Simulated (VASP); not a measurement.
The input files of a VASP run:

INCAR:
```
! general
SYSTEM  = CuZn
PREC    = Accurate
ENCUT   = 480
LREAL   = .FALSE.
LASPH   = .TRUE.

! electronic loop
EDIFF   = 1E-7
NELM    = 100
ALGO    = Normal
LMAXMIX = 4

! smearing
ISMEAR  = 1
SIGMA   = 0.1

! functional
GGA     = PS

! ions
IBRION  = 2
NSW     = 30
ISIF    = 2
EDIFFG  = -0.01

! output
LWAVE   = .FALSE.
LCHARG  = .FALSE.
```

File POSCAR:
```
CuZn
1.0
  2.8487747224   0.0000000000   0.0000000000
  0.0000000000   2.8487747224   0.0000000000
  0.0000000000   0.0000000000   2.8487747224
Zn Cu
1 1
direct
  0.5000000000   0.5000000000   0.5000000000
  0.0000000000   0.0000000000   0.0000000000
```

**KPOINTS**
```
Regular mesh
0
G
 12 12 12
```

POTCAR, in this order: Zn Cu (PBE.64 set). Program: vasp_std.

### Question
Write an equivalent input for Quantum ESPRESSO's pw.x.

### Answer
One equivalent input (not run):
```
&CONTROL
  calculation = 'relax'
  pseudo_dir = './pseudo'
  outdir = './out'
  tprnfor = .true.
  tstress = .true.
  nstep = 30
  forc_conv_thr = 0.00039
/
&SYSTEM
  ibrav = 0
  nat = 2
  ntyp = 2
  ecutwfc = 92
  occupations = 'smearing'
  smearing = 'methfessel-paxton'
  degauss = 0.00735
  input_dft = 'pbesol'
/
&ELECTRONS
  conv_thr = 7.3e-09
  electron_maxstep = 100
/
&IONS
/
ATOMIC_SPECIES
  Zn 65.380 Zn.upf
  Cu 63.546 Cu.upf
CELL_PARAMETERS angstrom
     2.8487747    0.0000000    0.0000000
     0.0000000    2.8487747    0.0000000
     0.0000000    0.0000000    2.8487747
ATOMIC_POSITIONS crystal
  Zn   0.5000000  0.5000000  0.5000000
  Cu   0.0000000  0.0000000  0.0000000
K_POINTS automatic
  12 12 12 0 0 0
```
What does not carry over: the potentials are each code's own (VASP's PAW set, PseudoDojo norm-conserving files in pw.x), so ENCUT and ecutwfc are chosen apart and not converted; conv_thr bounds pw.x's estimated SCF error, while EDIFF bounds the energy change between steps; forc_conv_thr acts on force components and is met together with etot_conv_thr.

The compound is CuZn in the CsCl type structure. This cell was strained or had an atom moved on purpose.
